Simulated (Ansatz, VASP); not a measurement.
# RhPb: VASP beside Ansatz, part 3 of 3

Wanted: the spread between two codes on one cell, functional and k mesh. The cell is taken from a series of runs on this material, whose earlier steps may have relaxed, scaled, displaced or heated it; both programs get it as it stands.

VASP 6.6.1 and Ansatz 0.2.0.

So far: Starting point; VASP: zone-centre phonons, PBEsol.

## 3. Ansatz: zone-centre phonons, PBEsol

Level of this step: Ansatz beside VASP: Kohn-Sham DFT, plane waves, PBEsol (Ansatz).

Ansatz runs on its default PAW (the set named soft_2) files.

The same cell, functional, mesh and smearing now go to Ansatz, which takes its cutoff from its data sets.

input.yaml

```yaml
crystal:
  lattice:
    - [5.6823458266, 0.0, 0.0]
    - [-2.8411729133, 4.921055839, 0.0]
    - [0.0, 0.0, 4.4246509002]
  atoms:
    - { symbol: Rh, position: [0.5284381321, 0.0, 0.0] }
    - { symbol: Rh, position: [0.4715618679, 0.4715618679, 0.0] }
    - { symbol: Rh, position: [0.0, 0.5284381321, 0.0] }
    - { symbol: Pb, position: [0.3333333333, 0.6666666667, 0.5] }
    - { symbol: Pb, position: [0.6666666667, 0.3333333333, 0.5] }
    - { symbol: Pb, position: [0.0, 0.0, 0.0] }
kpoints:
  mp_grid: { grid: [6, 6, 8] }
hamiltonian:
  xc: pbesol
scf:
  occupations: { method: methfessel_paxton, width: 0.15 }
output:
  eigenvalues: true
phonons:
  method: dfpt
```

Run with:

```sh
$ ansatz run input.yaml --threads 16 --pin off --max-ram 61440MiB --backend cuda --events-out ev --progress --plain --runs-dir out
```

Numbers of over 12 decimals in the logs are rounded to 6 here.

Log:

```text
zone centre: on kpoints.mp_grid the ground state, and the responses unless they are solved on pairs of k-points, stand on 100 of the mesh's 288 k-points, reduced under 2 symmetry operations, with k and −k counted as one. Each operation leaves every solved displacement unchanged or reverses it
Engine: ansatz 0.2.0, aarch64-unknown-linux-gnu
Pseudopotentials: kind: paw
Pseudopotential: Rh, paw, valence charge 17, recommended cutoff 420 eV (normal), Rh.paw.azcp
Pseudopotential: Pb, paw, valence charge 14, recommended cutoff 420 eV (normal), Pb.paw.azcp
Functional definition: PBEsol
  exchange = pbesol_x
  correlation = pbesol_c
device memory: the entry about to start is reckoned to put 9.3 GiB on a device that reports 182.5 GiB free
GPU FFT provider: cuFFT
GPU libraries: cuBLAS 13.8.1, cuFFT 12.4.0, cuSOLVER 12.3.2
GPU matrix products: emulated (plane waves: as basis.precision tells), large ones in fixed point in workspaces of 1.00 GiB
Crystal: 6 atoms, lattice volume = 123.727 Å³
Basis set: ecut = 420 eV, 2391 PW (Γ), exchange–correlation on 80×80×60 points (8 copies of the dense FFT grid, shifted against one another)
Bands: 56, of which v1, the nominal top of the filled ones, is band 47 counted from 1 (46 counted from 0)
Symmetry: 12 space group operations
k-points: 100 of 288 (irreducible under 2 space group operations, time reversal used)
Non-local potential: Rh, projectors of the file, l = 0: 3, l = 1: 2, l = 2: 2, l = 3: 1
Non-local potential: Pb, projectors of the file, l = 0: 2, l = 1: 2, l = 2: 2, l = 3: 2
PAW form: soft (Blöchl's): semilocal exchange-correlation on the pseudo side does not see the compensation charge
PAW frozen core: Rh, regenerated for the run's functional, and the local potential with it (the file was generated under x = pbe(κ = 0.804, μ = 0.219515), c = pbe(β = 0.066725))
PAW frozen core: Pb, regenerated for the run's functional, and the local potential with it (the file was generated under x = pbe(κ = 0.804, μ = 0.219515), c = pbe(β = 0.066725))
PAW one-centre angular grid: Rh, 590 points (default); XC on 64 Gauss nodes
PAW one-centre angular grid: Pb, 590 points (default); XC on 64 Gauss nodes
Initial density: superposition of atomic densities (neutral atoms: chi_scale 0, normalization atom), corrected by the library's trained network
Initial wavefunctions: pseudopotential atomic-orbital guess
GPU buffer pool allocated for 48000 grid points (all kernels)
GPU transforms: local potential and band sums: pruned to the plane-wave sphere, on 40×40×30
Functional: x = pbesol(κ = 0.804, μ = 0.123457), c = pbesol(β = 0.046)
SCF iter   1: F=—  HF=-54281.581287 eV  |F-HF|=—  |Δ(HF+E_count)|=         —  Δρ=9.35e-3  dr2=1.40e-1  ethr=1.77e-3  ⟨swp⟩=8.9  Hψ=24795  notcnv=0
preconditioner: auto → LDOS  [metal: Δε(μ)=0.062 eV  Ē_g=12.732 eV  σ=0.150 eV  W_gap=0.34  n_scr=32 (ndim 8)  ℏωp=27.7 eV  f_vac=0.033  D(μ)=1.38/eV (n_scr^D=8)  β→1.0]
SCF iter   2: F=—  HF=-54281.624911 eV  |F-HF|=—  |Δ(HF+E_count)|=   4.36e-2  S|Δr|=    0.00e0  Δρ=1.53e-2  dr2=3.87e-1  ethr=1.50e-4  ⟨swp⟩=2.0  Hψ=11700  notcnv=0  defer=86
SCF iter   3: F=—  HF=-54281.559490 eV  |F-HF|=—  |Δ(HF+E_count)|=   6.54e-2  S|Δr|=    0.00e0  Δρ=1.08e-3  dr2=1.49e-3  ethr=1.50e-4  ⟨swp⟩=2.1  Hψ=10536  notcnv=0  defer=86
SCF iter   4: F=—  HF=-54281.558789 eV  |F-HF|=—  |Δ(HF+E_count)|=   7.01e-4  S|Δr|=    0.00e0  Δρ=1.73e-4  dr2=4.46e-5  ethr=1.60e-6  ⟨swp⟩=2.0  Hψ=9833  notcnv=0
SCF iter   5: F=—  HF=-54281.558772 eV  |F-HF|=—  |Δ(HF+E_count)|=   1.75e-5  S|Δr|=    0.00e0  Δρ=2.56e-5  dr2=5.33e-7  ethr=4.79e-8  ⟨swp⟩=2.0  Hψ=8915  notcnv=0
SCF iter   6: F=—  HF=-54281.558983 eV  |F-HF|=—  |Δ(HF+E_count)|=   2.12e-4  S|Δr|=    0.00e0  Δρ=7.81e-6  dr2=9.24e-8  ethr=5.73e-10  ⟨swp⟩=2.0  Hψ=9070  notcnv=0
SCF iter   7: F=—  HF=-54281.558983 eV  |F-HF|=—  |Δ(HF+E_count)|=   2.49e-8  S|Δr|=    0.00e0  Δρ=2.95e-6  dr2=1.24e-8  ethr=9.94e-11  ⟨swp⟩=2.0  Hψ=8926  notcnv=0
SCF iter   8: F=—  HF=-54281.558983 eV  |F-HF|=—  |Δ(HF+E_count)|=   1.77e-9  S|Δr|=    0.00e0  Δρ=7.34e-7  dr2=7.21e-10  ethr=1.33e-11  ⟨swp⟩=2.0  Hψ=8976  notcnv=0
SCF iter   9: F=—  HF=-54281.558983 eV  |F-HF|=—  |Δ(HF+E_count)|=  3.20e-10  S|Δr|=    0.00e0  Δρ=1.53e-7  dr2=3.13e-11  ethr=1.00e-12  ⟨swp⟩=2.0  Hψ=8198  notcnv=0
SCF iter  10: F=-54281.558983 eV  HF=-54281.558983 eV  |F-HF|=2.18e-11  |Δ(HF+E_count)|=    0.00e0  S|Δr|=    0.00e0  Δρ=3.55e-8  dr2=8.92e-13  ethr=1.00e-12  ⟨swp⟩=14.5  Hψ=42832  notcnv=0
SCF 1 converged in 10 iterations: F = -54281.558983 eV  dr2 = 8.92e-13
  greatest PAW one-centre occupation: 1.000 electrons in one spin orbital (limit 2), on the Rh atom at site 1 (counted from 0), in its partial waves of l = 0
device memory: the entry about to start is reckoned to put 0.1 GiB (of the 0.5 GiB reckoned in all, the device holds 0.4 GiB already) on a device that reports 182.1 GiB free
concurrent solve slots: 12 of 16 are kept, ahead of what memory takes: no pass of the eigensolver takes more rounds on 12
device memory: the entry about to start is reckoned to put 8.6 GiB on a device that reports 182.1 GiB free
NSCF: frozen V_eff on 35 k-points
WARN: eigensolver did not converge (k=33): 1 band(s) unlocked after 20 sweeps at ethr=3.12e-12 eV (storage-precision floor; scheduled 1.00e-12 eV) (lowest unlocked band 55, counted from 0; max residual 9.68e-4 eV among the unlocked bands, 9.68e-4 eV over every band; other slots of this pass that fall short are told together in one closing line; warning suppressed until the next SCF loop or pass starts)
concurrent solve slots: 12 of 16 are kept, ahead of what memory takes: no pass of the eigensolver takes more rounds on 12
device memory: the entry about to start is reckoned to put 8.5 GiB on a device that reports 182.1 GiB free
NSCF: frozen V_eff on 35 k-points
device memory: the entry about to start is reckoned to put 15.8 GiB (of the 15.9 GiB reckoned in all, the device holds 0.1 GiB already) on a device that reports 182.0 GiB free
DFPT response loops at q = (0, 0, 0) (fractional): preconditioner auto → Kerker (q_TF=auto, 2.602 Å⁻¹) (partly filled bands, converged f_vac=0.035); β = 1.00, the filter's whole step (`scf.mixing.beta` (0.50) is not read by the response loops under this deck's `scf.mixing.preconditioner`; to damp them name `kerker` or `kerker_dos`, under which they read `scf.mixing.beta`, and type it under 1.00, their step now; both keys bind the ground state too); Anderson in place of MSR1; while a model of the screening serves, it and β = 1 on shorter waves in the place of filter and β
SCF converged after 10 iterations
Stability not checked: this state was not tested for a lower state beside it, because cold or Methfessel-Paxton smearing, or corrected tetrahedra, fill the levels in a way that the test cannot read (fill_not_monotonic; see scf.lower_state_search)
Free energy (F): -54281.558983 eV
Harris-Foulkes:  -54281.558983 eV  (|F-HF|=2.18e-11)
Internal energy: -54281.560612 eV  (E = F + TS)
E sigma→0 (E₀):  -54281.559390 eV
Entropy (-TS):   0.001628 eV (0.271 meV/atom)
Fermi energy:    15.287199 eV
--- Per-component energies (eV) ---
  E_band       = -513.837999
  E_kinetic    = 2607.418893
  E_local      = -9857.062276  (includes V_loc(G=0)·N_el)
  E_nonlocal   = 2136.876084
  E_hartree    = 3841.954713
  E_xc         = -1317.289049
  E_vxc        = -1231.206471  (∫ρ·V_xc dr)
  E_paw        = -41358.802875  (= ΣΔE_a)
  E_vpaw       = -1853.776327  (= ΣTr[D̂ρ^β])
  E_aug_tail   = 0.002647  (compensation charges beyond the density's cutoff)
  E_ewald      = -10335.673699
  E_core_change = 1.014949  (= ΣΔE_core)
  E_smearing   = 0.001628  (= −TS)
  E_closure    = -0.000000  (closes the sum)
  Σ components = -54281.558983   (vs F -54281.558983, Δ=0.00e0)
--- Band table (eV; the first three rows and the last of 100) ---
  k-point 0: bands = [... 43 lower, 14.1788, 14.3680, 14.3680, 15.2919, 15.6104, 17.2083, 17.2083, 18.5714, ... 5 higher]
  k-point 1: bands = [... 43 lower, 14.1801, 14.3539, 14.3539, 15.3953, 15.6100, 16.9509, 16.9509, 17.8722, ... 5 higher]
  k-point 2: bands = [... 43 lower, 14.1803, 14.3424, 14.3424, 15.4230, 15.6089, 16.1834, 16.1834, 16.8729, ... 5 higher]
  k-point 99: bands = [... 43 lower, 14.0703, 14.1146, 14.1680, 14.5715, 15.0282, 15.7116, 17.0516, 18.6269, ... 5 higher]
--- Phonons (Γ-DFPT): 7 representative perturbations + reference (Σ response iterations 42) ---
  ASR residual: 2.162e-5 → 0.000e0 eV/Å²; symmetrization residual: 4.111e-10 eV/Å²
  ASR residual per site (eV/Å²): 2.16e-5 1.54e-5 1.54e-5 6.11e-6 6.11e-6 6.58e-7
  Γ frequencies (cm⁻¹): 0.00 0.00 0.00 60.29 76.27 76.27 109.18 109.21 109.21 115.09 115.09 134.88 134.88 135.08 193.54 199.60 199.60 217.14
  non-analytic LO–TO correction: not included (Born effective charges unavailable; polar crystals: no LO–TO splitting at Γ)
```

## 4. Side by side

Known differences besides the potentials themselves: the data sets hold 93 valence electrons in Ansatz (on its default PAW (the set named soft_2) files) and 87 in VASP; the cutoff is 420 eV in Ansatz and 500 eV in VASP; Ansatz makes its cores anew for this functional, VASP keeps those of its PBE data sets. Total energies have different zeros and are not compared.

Compared:

| quantity | Ansatz | VASP | difference |
| --- | --- | --- | --- |
| optical mode 1 (cm⁻¹) | 60.3 | 59.5 | +1.37 % |
| optical mode 2 to 3 (cm⁻¹) | 76.3 | 76.1 | +0.28 % |
| optical mode 4 to 5 (cm⁻¹) | 109.2 | 109.4 | -0.22 % |
| optical mode 6 (cm⁻¹) | 109.2 | 109.8 | -0.53 % |
| optical mode 7 to 8 (cm⁻¹) | 115.1 | 115.0 | +0.11 % |
| optical mode 9 to 10 (cm⁻¹) | 134.9 | 135.0 | -0.11 % |
| optical mode 11 (cm⁻¹) | 135.1 | 135.1 | -0.01 % |
| optical mode 12 (cm⁻¹) | 193.5 | 194.2 | -0.34 % |
| optical mode 13 to 14 (cm⁻¹) | 199.6 | 199.8 | -0.12 % |
| optical mode 15 (cm⁻¹) | 217.1 | 217.0 | +0.05 % |

Modes are paired by rising frequency, not by their patterns, so a pair may set unlike modes beside each other; they are those without the splitting of longitudinal modes.

## 5. What came out

```yaml
r_m_s_difference_of_the_optical_zone_centre_modes_each_program_s_sorted_by_frequency_zone_centre_phonons_pbesol: 0.35 cm⁻¹
difference_in_optical_mode_1_zone_centre_phonons_pbesol: +1.4 %
```

**Reading.** The r.m.s. difference of the optical zone-centre modes, each program's sorted by frequency is 0.35 cm⁻¹ (zone-centre phonons, PBEsol). The data sets hold unlike numbers of valence electrons (93 in Ansatz and 87 in VASP), so part of the differences comes from the potentials. Among the rows given in per cent, the largest difference of the zone-centre phonons, PBEsol pair is in optical mode 1, +1.4 %. Such differences can come from data sets, numerical settings and the points named under the comparisons, not from the functional's error against experiment.

[Lines on the potential files, build, host, timing and source positions are cut from VASP's logs without a mark.]

[Logs are printed without paths, hosts, clocks, repeated set-up lines and the standing remarks that a program may print on its own settings, such as how far it seeks lower states.]

[Hosts, paths, dates, database ids (printed as entryN), source tags and the programs' standing remarks are cut or masked in the printed files.]
